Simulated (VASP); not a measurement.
VASP input:

**INCAR**
```
SYSTEM = PbO
PREC = Accurate
ENCUT = 520
EDIFF = 1E-7
NELM = 100
ALGO = Normal
LREAL = .FALSE.
LASPH = .TRUE.
ISMEAR = -5
GGA = PS
LMAXMIX = 4
LWAVE = .FALSE.
LCHARG = .TRUE.
LORBIT = 11
NEDOS = 601
ISIF = 2
```

### KPOINTS
```
Automatic mesh
0
Gamma
9 9 9
0 0 0
```

File POSCAR:
```
PbO
1
    3.1582674367     0.0000000000     0.0000000000
    0.0000000000     3.1582674367     0.0000000000
    0.0000000000     0.0000000000     3.1582674367
Pb O
1 1
Direct
  0.0000000000   0.0000000000   0.0000000000
  0.5000000000   0.5000000000   0.5000000000
```

POTCAR, in this order: Pb_d O (PBE.64 set). Program: vasp_std.

Task: Write an equivalent input for Quantum ESPRESSO's pw.x.

Result: One equivalent input (not run):
```
&CONTROL
  calculation = 'scf'
  pseudo_dir = './pseudo'
  outdir = './out'
  tprnfor = .true.
  tstress = .true.
/
&SYSTEM
  ibrav = 0
  nat = 2
  ntyp = 2
  ecutwfc = 84
  occupations = 'tetrahedra'
  input_dft = 'pbesol'
/
&ELECTRONS
  conv_thr = 7.3e-09
  electron_maxstep = 100
/
ATOMIC_SPECIES
  Pb 207.200 Pb.upf
  O 15.999 O.upf
CELL_PARAMETERS angstrom
     3.1582674    0.0000000    0.0000000
     0.0000000    3.1582674    0.0000000
     0.0000000    0.0000000    3.1582674
ATOMIC_POSITIONS crystal
  Pb   0.0000000  0.0000000  0.0000000
  O    0.5000000  0.5000000  0.5000000
K_POINTS automatic
  9 9 9 0 0 0
```
What does not carry over: the potentials are each code's own (VASP's PAW set, PseudoDojo norm-conserving files in pw.x), so ENCUT and ecutwfc are chosen apart and not converted; conv_thr bounds pw.x's estimated SCF error, while EDIFF bounds the energy change between steps.

The structure was generated: PbO was put into the CsCl type type (Pm-3m), which need not be its known phase. It was relaxed first, which changed the volume by +50 %.
